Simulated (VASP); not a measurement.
Data:

```
CELL_PARAMETERS angstrom
     -2.51000     2.51000     2.51000
      2.51000    -2.51000     2.51000
      2.51000     2.51000    -2.51000
ATOMIC_POSITIONS crystal
  Ba 0.00000 0.00000 0.00000
```

Method: vdW-DF-cx, VASP's PBE PAW potentials (set 64) (plane waves; VASP 6.6.1). Run with 520 eV cut-off, 9×9×9 Γ-centred mesh, first-order Methfessel-Paxton smearing of 0.10 eV, potentials Ba_sv.

Energy and stress use the plane-wave basis of the starting cell.

Problem. The ions, cell shape and volume are relaxed. Predict the relaxed structure.

Solution. 
```
CELL_PARAMETERS angstrom
     -2.44233     2.44233     2.44233
      2.44233    -2.44233     2.44233
      2.44233     2.44233    -2.44233
ATOMIC_POSITIONS crystal
  Ba 0.00000 0.00000 0.00000
```
Space group Im-3m (229), at a tolerance of 0.03 Å.

Problem. How do energy and volume change from the first to the last step?

Solution. The energy (σ→0) changes by -11.1 meV/atom and the volume by -7.9 %, in 4 ionic steps.

The compound is Ba in the bcc structure. This run relaxes it. Symmetry was kept, so distortions that lower it aren't found.
